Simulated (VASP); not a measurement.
Data:

```
CELL_PARAMETERS angstrom
     -2.86486     2.86486     5.69850
      2.86486    -2.86486     5.69850
      2.86486     2.86486    -5.69850
ATOMIC_POSITIONS crystal
  Zn 0.75000 0.25000 0.50000
  Cu 0.25000 0.75000 0.50000
  Cu 0.00000 0.00000 0.00000
  Sn 0.50000 0.50000 0.00000
  Se 0.62975 0.63653 0.52624
  Se 0.36347 0.88971 0.99322
  Se 0.11029 0.10351 0.47376
  Se 0.89649 0.37025 0.00678
```

The numbers are results of PBE GGA, VASP's PBE PAW potentials (set 64) (plane waves; VASP), not measurements. Settings: 300 eV cut-off, 4×4×4 Γ-centred mesh, first-order Methfessel-Paxton smearing of 0.050 eV, potentials Zn Cu Sn_d Se.

At this cut-off the stress carries a Pulay error, which pulls relaxed volumes low.

Give the force on each atom (eV/Å).

```tsv
atom	Fx	Fy	Fz
Zn1	0.000	0.000	0.000
Cu2	0.000	0.000	0.000
Cu3	0.000	0.000	0.000
Sn4	0.000	0.000	0.000
Se5	0.117	0.011	-0.043
Se6	0.011	-0.117	0.043
Se7	-0.117	-0.011	-0.043
Se8	-0.011	0.117	0.043
```

Give the stress tensor in GPa (positive for a compressed cell).

```
1.19  0.00  0.00
0.00  1.19  0.00
0.00  0.00  1.26
```
The pressure is its mean diagonal, 1.21 GPa.

The structure comes from a computed database's ZnCu2SnSe4 entry, a phase known from measurement. The cell was not relaxed at this level.
